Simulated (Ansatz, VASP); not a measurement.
# Ni (Ni(111)) in two plane-wave programs, part 2 of 2

Aim: how closely do two programs agree when they are given the same cell, functional and k mesh? Of the first pair: The structure shown is the start of the Ansatz relaxation below; VASP solves that cell, so the two are compared at the walk's first step.

VASP 6.6.1 and Ansatz 0.2.0.

So far: Starting point; Ansatz: relaxation, RPBE.

**3. VASP: single point, RPBE, start cell, pair 1**

Level of this step: RPBE, spin-polarised from a ferromagnetic start; plane waves and PAW (Ni) (VASP).

The same cell, functional, mesh and smearing now go to VASP, with its own data sets.

Lines of VASP's logs that name or quote its potential files are left out, and so is its time.

File INCAR:

```
SYSTEM = Ni
PREC = Accurate
ENCUT = 520
EDIFF = 1E-06
NELM = 200
ISMEAR = -1
SIGMA = 0.1
LREAL = .FALSE.
ALGO = Normal
GGA = RP
NBANDS = 30
ISPIN = 2
MAGMOM = 0.71 0.72 0.72 0.71
LASPH = .TRUE.
LMAXMIX = 4
LORBIT = 11
LWAVE = .FALSE.
LCHARG = .FALSE.
ISIF = 2
LDIPOL = .TRUE.
IDIPOL = 3
DIPOL = 0.5 0.5 0.5
LVHAR = .TRUE.
GGA_COMPAT = .FALSE.
NELMDL = -8
```

File POSCAR:

```
Ni
1.0
    2.4890158698      0.0000000000      0.0000000000
    1.2445079349      2.1555509736      0.0000000000
    0.0000000000      0.0000000000     24.0968188426
Ni
4
Direct
    0.0000000000      0.0000000000      0.3734932806
    0.3333333333      0.3333333333      0.4578310936
    0.6666666667      0.6666666667      0.5421689064
    0.0000000000      0.0000000000      0.6265067194
```

File KPOINTS:

```
Automatic mesh
0
Gamma
14 14 1
0 0 0
```

Potentials, in the order of the species: Ni (PBE family, release 64).

Command:

```bash
mpirun -np 1 vasp_std
```

Numbers of over 12 decimals in the logs are rounded to 6 here.

Output:

```text
[banner, memory and clock lines left out]
running    1 mpi-ranks, on    1 nodes
 distrk:  each k-point on    1 cores,    1 groups
 distr:  one band on    1 cores,    1 groups

 POSCAR found type information on POSCAR Ni
 POSCAR found :  1 types and       4 ions
|                                                                             |
|               ----> ADVICE to this user running VASP <----                  |
|                                                                             |
|     You enforced a specific xc type in the INCAR file but a different       |
|     [... a line on the potential file left out ...]
|     I HOPE YOU KNOW WHAT YOU ARE DOING!                                     |
|                                                                             |

 LDA part: xc-table for (Slater+PW92), standard interpolation
 POSCAR, INCAR and KPOINTS ok, starting setup
 FFT: planning ... GRIDC
 FFT: planning ... GRID_SOFT
 FFT: planning ... GRID
 WAVECAR not read
 entering main loop
       N       E                     dE             d eps       ncg     rms          rms(c)
DAV:   1     0.268743996402E+03    0.26874E+03   -0.17660E+04  2880   0.140E+03
DAV:   2    -0.602855905621E+01   -0.27477E+03   -0.26157E+03  2934   0.301E+02
DAV:   3    -0.219665838051E+02   -0.15938E+02   -0.15520E+02  3198   0.102E+02
DAV:   4    -0.221836812711E+02   -0.21710E+00   -0.21698E+00  3434   0.132E+01
DAV:   5    -0.221883757818E+02   -0.46945E-02   -0.46943E-02  4394   0.125E+00
DAV:   6    -0.221884393910E+02   -0.63609E-04   -0.63573E-04  3508   0.146E-01
DAV:   7    -0.221884421720E+02   -0.27809E-05   -0.27810E-05  4284   0.243E-02
DAV:   8    -0.221884422315E+02   -0.59561E-07   -0.59467E-07  2324   0.345E-03    0.182E+01
DAV:   9    -0.233498421041E+02   -0.11614E+01   -0.46941E+01  3298   0.105E+02    0.261E+01
DAV:  10    -0.238750351100E+02   -0.52519E+00   -0.25812E+01  3338   0.121E+02    0.259E+01
DAV:  11    -0.188459952937E+02    0.50290E+01   -0.70681E+00  3608   0.575E+01    0.843E+00
DAV:  12    -0.191334966086E+02   -0.28750E+00   -0.77939E+00  3390   0.446E+01    0.131E+01
DAV:  13    -0.186294645761E+02    0.50403E+00   -0.17907E+00  3248   0.238E+01    0.191E+00
DAV:  14    -0.186873481093E+02   -0.57884E-01   -0.23154E-01  3132   0.475E+00    0.930E-01
[...]
DAV:  26    -0.187933383899E+02   -0.81130E-04   -0.44909E-06  2492   0.156E-02    0.399E-03
DAV:  27    -0.187933910683E+02   -0.52678E-04   -0.12597E-06  2282   0.798E-03    0.245E-03
DAV:  28    -0.187934082337E+02   -0.17165E-04   -0.45834E-07  2376   0.392E-03    0.229E-03
DAV:  29    -0.187934215730E+02   -0.13339E-04   -0.56917E-07  2264   0.700E-03    0.304E-03
DAV:  30    -0.187934395492E+02   -0.17976E-04   -0.97848E-07  2330   0.414E-03    0.357E-03
DAV:  31    -0.187934463144E+02   -0.67652E-05   -0.47858E-07  2290   0.588E-03    0.116E-03
DAV:  32    -0.187934478039E+02   -0.14895E-05   -0.82361E-08  2068   0.147E-03    0.611E-04
DAV:  33    -0.187934483052E+02   -0.50122E-06   -0.12714E-08  1948   0.650E-04
   1 F= -.18793448E+02 E0= -.18675910E+02  d E =-.235077E+00  mag=     2.6219
```

From OUTCAR (step 3):

```text
ion  position               nearest neighbor table
   1  0.000  0.000  0.373-   2 2.49   2 2.49   2 2.49
   2  0.333  0.333  0.458-   3 2.49   3 2.49   3 2.49   1 2.49   1 2.49   1 2.49
   3  0.667  0.667  0.542-   2 2.49   2 2.49   2 2.49   4 2.49   4 2.49   4 2.49
   4  0.000  0.000  0.627-   3 2.49   3 2.49   3 2.49

  LATTYP: Found a hexagonal cell.
 ALAT       =     2.4890158697
 C/A-ratio  =     9.6812636414

 Subroutine GETGRP returns: Found 12 space group operations
 (whereof 12 operations were pure point group operations)

The static configuration has the point symmetry D_3d.

 Found     24 irreducible k-points:

   k-points           NKPTS =     24   k-points in BZ     NKDIM =     24   number of bands    NBANDS=     30

   dimension x,y,z NGX =    20 NGY =   20 NGZ =  180
   dimension x,y,z NGXF=    40 NGYF=   40 NGZF=  360

   ENCUT  =  520.0 eV  38.22 Ry    6.18 a.u.   4.63  4.63 44.80*2*pi/ulx,y,z

   NELECT =      40.0000    total number of electrons

 k-points in reciprocal lattice and weights: Automatic mesh
   0.00000000  0.00000000  0.00000000       0.005
   0.07142857 -0.00000000  0.00000000       0.031
   0.14285714 -0.00000000  0.00000000       0.031
   0.21428571  0.00000000  0.00000000       0.031
   0.28571429  0.00000000  0.00000000       0.031
   0.35714286 -0.00000000  0.00000000       0.031
   0.42857143  0.00000000  0.00000000       0.031
   0.50000000 -0.00000000  0.00000000       0.015
   0.14285714  0.07142857  0.00000000       0.031
[...]
-0.42857143  0.28571429  0.00000000       0.031
  -0.35714286  0.28571429  0.00000000       0.031

 dipolmoment           0.000000      0.000000     -0.000000 electrons x Angstroem

 average (electrostatic) potential at core
       1 -91.3012       2 -91.5535       3 -91.5535       4 -91.3012

 E-fermi :   0.0247

 spin component 1
 k-point     1 :       0.0000    0.0000    0.0000
  band No.  band energies     occupation
    ...
     20      -0.7641      0.99962
     21      -0.7641      0.99962
     22      -0.6134      0.99831
     23      -0.6134      0.99831
     24      -0.6115      0.99828
     25       0.3095      0.05477
     26       4.5668      0.00000
     27       4.6448      0.00000
     28       5.5625      0.00000
     29       6.2616      0.00000
    ...

 k-point     2 :       0.0714   -0.0000    0.0000
  band No.  band energies     occupation
    ...
     20      -1.0325      0.99997
     21      -0.9255      0.99993
     22      -0.7664      0.99963
     23      -0.6107      0.99826
     24      -0.0748      0.73005
     25       0.8810      0.00019
     26       4.7176      0.00000
     27       4.8140      0.00000
     28       5.7292      0.00000
     29       6.4038      0.00000
    ...

 k-point     3 :       0.1429   -0.0000    0.0000
  band No.  band energies     occupation
    ...
     19      -1.2663      1.00000
     20      -1.1039      0.99999
     21      -0.7726      0.99966
     22      -0.7010      0.99930
     23      -0.6045      0.99815
     24       0.6332      0.00227
     25       1.9074      0.00000
     26       5.1662      0.00000
     27       5.3210      0.00000
     28       6.2291      0.00000
    ...

 k-point     4 :       0.2143    0.0000    0.0000
  band No.  band energies     occupation
    ...
     19      -1.2240      1.00000
     20      -1.0830      0.99998
     21      -0.7827      0.99969
     22      -0.5974      0.99802
     23      -0.3282      0.97150
     24       1.4480      0.00000
     25       3.1281      0.00000
     26       5.9034      0.00000
     27       6.1633      0.00000
     28       7.0606      0.00000
    ...

 k-point     5 :       0.2857    0.0000    0.0000
  band No.  band energies     occupation
    ...
     18      -1.0671      0.99998
     19      -1.0542      0.99998
     20      -0.9684      0.99995
     21      -0.7827      0.99969
     22      -0.5908      0.99788
     23       0.1766      0.17961
     24       2.3920      0.00000
     25       4.5134      0.00000
     26       6.9085      0.00000
     27       7.3316      0.00000
    ...

 k-point     6 :       0.3571   -0.0000    0.0000
  band No.  band energies     occupation
    ...
     18      -0.8117      0.99977
     19      -0.7347      0.99950
     20      -0.6912      0.99922
     21      -0.5905      0.99787
     22      -0.5751      0.99752
     23       0.9468      0.00010
     24       3.4349      0.00000
     25       6.0201      0.00000
     26       7.7131      0.00000
     27       8.4165      0.00000
    ...

  Total       -0.0333549     -0.0333549      0.5016184     -0.0000000      0.0000000     -0.0000000
  in kB       -0.4133569     -0.4133569      6.2163914     -0.0000000      0.0000000     -0.0000000
  external PRESSURE =       1.7965592 kB  Pullay stress =       0.0000000 kB

  energy-cutoff  :      520.00
  volume of cell :      129.28
      direct lattice vectors                 reciprocal lattice vectors
     2.489015870  0.000000000  0.000000000     0.401765217 -0.231959256  0.000000000
     1.244507935  2.155550974  0.000000000     0.000000000  0.463918512  0.000000000
     0.000000000  0.000000000 24.096818843     0.000000000  0.000000000  0.041499254

 POSITION                                       TOTAL-FORCE (eV/Angst)
 -----------------------------------------------------------------------------------
      0.00000      0.00000      9.00000        -0.000000      0.000000     -0.050018
      1.24451      0.71852     11.03227        -0.000000      0.000000     -0.097906
      2.48902      1.43703     13.06455         0.000000     -0.000000      0.097906
      0.00000      0.00000     15.09682         0.000000      0.000000      0.050018
 -----------------------------------------------------------------------------------
    total drift:                               -0.000000     -0.000000      0.000000

  FREE ENERGIE OF THE ION-ELECTRON SYSTEM (eV)
  ---------------------------------------------------
  free  energy   TOTEN  =       -18.7934483052 eV

  energy  without entropy=      -18.5583708249  energy(sigma->0) =      -18.67590957

 vacuum level on the upper side and lower side of the slab         4.909         4.909

 total charge
# of ion       s       p       d       tot
------------------------------------------
    1        0.486   0.379   8.300   9.165
    2        0.491   0.492   8.308   9.291
    3        0.491   0.492   8.308   9.291
    4        0.486   0.379   8.300   9.165
--------------------------------------------------
tot          1.953   1.742  33.216  36.911

 magnetization (x)
# of ion       s       p       d       tot
------------------------------------------
    1       -0.007  -0.026   0.705   0.673
    2       -0.008  -0.027   0.707   0.672
    3       -0.008  -0.027   0.707   0.672
    4       -0.007  -0.026   0.705   0.673
--------------------------------------------------
tot         -0.029  -0.106   2.826   2.690

[... 6 further parts left out ...]
```

**4. Side by side**

Known differences besides the potentials themselves: VASP starts from the moments at which Ansatz ended; the data sets hold 72 valence electrons in Ansatz (on its default PAW (the set named soft_2) files) and 40 in VASP; the cutoff is 420 eV in Ansatz and 520 eV in VASP; Ansatz makes its cores anew for this functional, VASP keeps those of its PBE data sets. Total energies have different zeros and are not compared.

Forces (eV/Å; atoms numbered as in POSCAR):

| atom | Ansatz x, y, z | VASP x, y, z |
| --- | --- | --- |
| Ni1 | 0.000, 0.000, -0.045 | 0.000, 0.000, -0.050 |
| Ni2 | 0.000, 0.000, -0.096 | 0.000, 0.000, -0.098 |
| Ni3 | 0.000, 0.000, 0.096 | 0.000, 0.000, 0.098 |
| Ni4 | 0.000, 0.000, 0.045 | 0.000, 0.000, 0.050 |

The forces differ by 2.1 meV/Å r.m.s., which is 4.6 % of the r.m.s. force of 0.045 eV/Å (both taken over all components). Moments aren't recorded for both runs of this pair, so they may hold unlike magnetic states. With vacuum in the cell, a pressure given here is an average over mostly empty space and none of the material.

**5. Ansatz: relaxation, RPBE**

This run makes the geometry at which the two programs are then compared.

The structure compared here is the end of the Ansatz relaxation.

File input.yaml:

```yaml
crystal:
  lattice:
    - [2.4890158698, 0.0, 0.0]
    - [1.2445079349, 2.1555509736, 0.0]
    - [0.0, 0.0, 24.0968188426]
  atoms:
    - { symbol: Ni, position: [0.0, 0.0, 0.3734932839], spin: 0.7 }
    - { symbol: Ni, position: [0.3333333333, 0.3333333333, 0.4578310946], spin: 0.7 }
    - { symbol: Ni, position: [0.6666666667, 0.6666666667, 0.5421689054], spin: 0.7 }
    - { symbol: Ni, position: [0.0, 0.0, 0.6265067161], spin: 0.7 }
magnetization:
  spin_polarized: true
kpoints:
  mp_grid: { grid: [14, 14, 1] }
hamiltonian:
  xc: rpbe
scf:
  occupations: { method: fermi_dirac, width: 0.1 }
  convergence: { dr2_threshold: 1.0e-08 }
efield:
  axis: 3
  dipole_correction: true
  ramp_position: 0.97
  ramp_width: 0.06
relax:
  f_tol: 0.02
  max_steps: 60
  constraints: [{ sites: [0, 1] }]
output:
  write_potential: true
  write_density: true
  volumetric_format: npy
```

Command:

```bash
ansatz run input.yaml --threads 8 --pin off --max-ram 12288MiB --backend cpu --events-out ev --progress --plain --runs-dir out
```

Output:

```text
[...]
Crystal: 4 atoms, lattice volume = 129.284 Å³
Basis set: ecut = 420 eV, 2439 PW (Γ), exchange–correlation on 36×36×324 points (8 copies of the dense FFT grid, shifted against one another)
Bands: 45, of which v1, the nominal top of the filled ones, is band 36 counted from 1 (35 counted from 0)
[...]
--- Relaxed structure (3 steps of the walk, 3 accepted, 0 SCFs on fresh bases) ---
  F+E_penalty+E_count = -23377.91538927 eV   max|allowed force component| = 2.764e-3 eV/Å
  atoms:
    - { symbol: Ni, position: [0.0, 0.0, 0.373493] }
    - { symbol: Ni, position: [0.333333, 0.333333, 0.4578310946] }
    - { symbol: Ni, position: [0.666667, 0.666667, 0.543276] }
    - { symbol: Ni, position: [0, 0.0, 0.627892] }
[key lines of the parts left out:]
SCF converged after 15 iterations
Magnetization: 2.6842 μB (37.3421 up, 34.6579 down)
Free energy (F): -23377.915389 eV
Fermi energy:    2.972043 eV
Dipole field:    D = -0.000071 V/Å  (p = -0.000050 e·Å, saw-weighted, corrected)
Work function:   Φ+ = 4.9087 eV   Φ− = 4.9070 eV
```

**6. VASP: single point, RPBE, relaxed cell, pair 2**

The same cell, functional, mesh and smearing now go to VASP, with its own data sets.

INCAR, as its differences from that of step 3:

```diff
@@ -21,3 +21,3 @@
 IDIPOL = 3
-DIPOL = 0.5 0.5 0.5
+DIPOL = 0.5 0.5 0.501
 LVHAR = .TRUE.
```

File POSCAR:

```
Ni
1.0
    2.4890158698      0.0000000000      0.0000000000
    1.2445079349      2.1555509736      0.0000000000
    0.0000000000      0.0000000000     24.0968188426
Ni
4
Direct
    0.0000000000      0.0000000000      0.3734932839
    0.3333333333      0.3333333333      0.4578310946
    0.6666666667      0.6666666667      0.5432758390
    0.0000000000      0.0000000000      0.6278917341
```

KPOINTS is that of step 3.

Command:

```bash
mpirun -np 1 vasp_std
```

Output:

```text
[banner, memory and clock lines left out]
running    1 mpi-ranks, on    1 nodes
[...]
[... a notice as in an earlier step ...]

 LDA part: xc-table for (Slater+PW92), standard interpolation
 POSCAR, INCAR and KPOINTS ok, starting setup
[...]
entering main loop
       N       E                     dE             d eps       ncg     rms          rms(c)
DAV:   1     0.268351866168E+03    0.26835E+03   -0.17651E+04  2880   0.139E+03
DAV:   2    -0.603953706043E+01   -0.27439E+03   -0.26114E+03  2934   0.300E+02
DAV:   3    -0.219632687333E+02   -0.15924E+02   -0.15490E+02  3216   0.102E+02
DAV:   4    -0.221798641561E+02   -0.21660E+00   -0.21646E+00  3400   0.132E+01
[...]
DAV:  43    -0.187956995888E+02   -0.38140E-05   -0.18603E-07  2184   0.355E-03    0.209E-03
DAV:  44    -0.187957016014E+02   -0.20126E-05   -0.84308E-08  2202   0.208E-03    0.222E-03
DAV:  45    -0.187957022974E+02   -0.69599E-06   -0.17483E-08  1980   0.130E-03
   1 F= -.18795702E+02 E0= -.18677262E+02  d E =-.236880E+00  mag=     2.6244
```

OUTCAR, selected parts (step 6):

```text
  Total       -0.1558432     -0.1558432      0.1137954      0.0000000     -0.0000000      0.0000000
  in kB       -1.9313129     -1.9313129      1.4102291      0.0000000     -0.0000000      0.0000000
  external PRESSURE =      -0.8174656 kB  Pullay stress =       0.0000000 kB

 POSITION                                       TOTAL-FORCE (eV/Angst)
 -----------------------------------------------------------------------------------
      0.00000      0.00000      9.00000         0.000000      0.000000     -0.040153
      1.24451      0.71852     11.03227         0.000000      0.000000      0.029580
      2.48902      1.43703     13.09122        -0.000000     -0.000000      0.004634
      0.00000      0.00000     15.13019         0.000000      0.000000      0.005939
 -----------------------------------------------------------------------------------
    total drift:                                0.000000      0.000000     -0.001465

  FREE ENERGIE OF THE ION-ELECTRON SYSTEM (eV)
  ---------------------------------------------------
  free  energy   TOTEN  =       -18.7957022974 eV

  energy  without entropy=      -18.5588226221  energy(sigma->0) =      -18.67726246

 magnetization (x)
# of ion       s       p       d       tot
------------------------------------------
    1       -0.007  -0.026   0.706   0.674
    2       -0.008  -0.027   0.709   0.674
    3       -0.008  -0.027   0.709   0.674
    4       -0.007  -0.026   0.707   0.674
--------------------------------------------------
tot         -0.029  -0.106   2.830   2.695

[... 2 parts as in an earlier step ...]

[... 1 further part left out ...]
[key lines of the parts left out:]
E-fermi :   0.0230
```

**7. Side by side**

What differs besides the data sets and the points named for the pairs above, as far as they apply: the data sets hold 72 valence electrons in Ansatz (on its default PAW (the set named soft_2) files) and 40 in VASP; site moments are counted in spheres of each program's own size. Total energies have different zeros and are not compared.

Both answers:

| quantity | Ansatz | VASP | difference |
| --- | --- | --- | --- |
| total moment (μB) | 2.68 | 2.62 | +0.06 |
| moment on Ni1 (μB) | 0.71 | 0.67 | +0.04 |
| moment on Ni2 (μB) | 0.72 | 0.67 | +0.05 |
| moment on Ni3 (μB) | 0.72 | 0.67 | +0.05 |
| moment on Ni4 (μB) | 0.71 | 0.67 | +0.04 |
| work function, lower of the two faces (eV) | 4.91 | 4.89 | +0.02 |
| work function, higher of the two faces (eV) | 4.91 | 4.89 | +0.02 |

At this near-relaxed geometry the largest component of a force difference is 6 meV/Å. With vacuum in the cell, a pressure given here is an average over mostly empty space and none of the material.

**8. What came out**

| Property | Result |
| --- | --- |
| r.m.s. force difference (single point, RPBE, start cell, pair 1) | 2.1 meV/Å |
| difference in work function, lower of the two faces (single point, RPBE, relaxed cell, pair 2) | 0.020 eV |

**Reading.** The r.m.s. force difference is 2.1 meV/Å (single point, RPBE, start cell, pair 1), within the 12 meV/Å picked in this series as the mark of a large difference. The data sets hold unlike numbers of valence electrons (72 in Ansatz and 40 in VASP), so part of the differences comes from the potentials. How closely two codes agree says nothing of how well the functional describes the real material.

[Lines on the potential files, build, host, timing and source positions are cut from VASP's logs without a mark.]

[Logs are printed without paths, hosts, clocks, repeated set-up lines and the standing remarks that a program may print on its own settings, such as how far it seeks lower states.]

[Hosts, paths, dates, database ids (printed as entryN), source tags and the programs' standing remarks are cut or masked in the printed files.]
